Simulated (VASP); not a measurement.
Given:

```
CELL_PARAMETERS angstrom
      0.00000     3.25755     3.25755
      3.25755     0.00000     3.25755
      3.25755     3.25755     0.00000
ATOMIC_POSITIONS crystal
  In 0.00000 0.00000 0.00000
  Sb 0.25000 0.25000 0.25000
```

Method: MS2 meta-GGA, VASP's PBE PAW potentials (set 64) (plane waves; VASP). Settings: 520 eV cut-off, 11×11×11 Γ-centred mesh, tetrahedra with Blöchl corrections, potentials In_d Sb.

Give the energies of bands 7 to 12 at the high-symmetry points, in eV from the Fermi level.

```tsv
band	Γ	X	U	L	W
7	-0.03	-5.83	-5.70	-5.55	-5.72
8	0.00	-2.24	-3.10	-0.99	-2.84
9	0.00	-2.24	-1.90	-0.99	-2.71
10	0.00	1.34	1.64	0.62	3.60
11	2.98	1.37	3.73	3.82	3.95
12	2.98	8.19	6.29	3.82	4.26
```

It has no gap at this level: it comes out as a metal or semimetal.

The compound is InSb in the zinc blende structure. It was relaxed first.
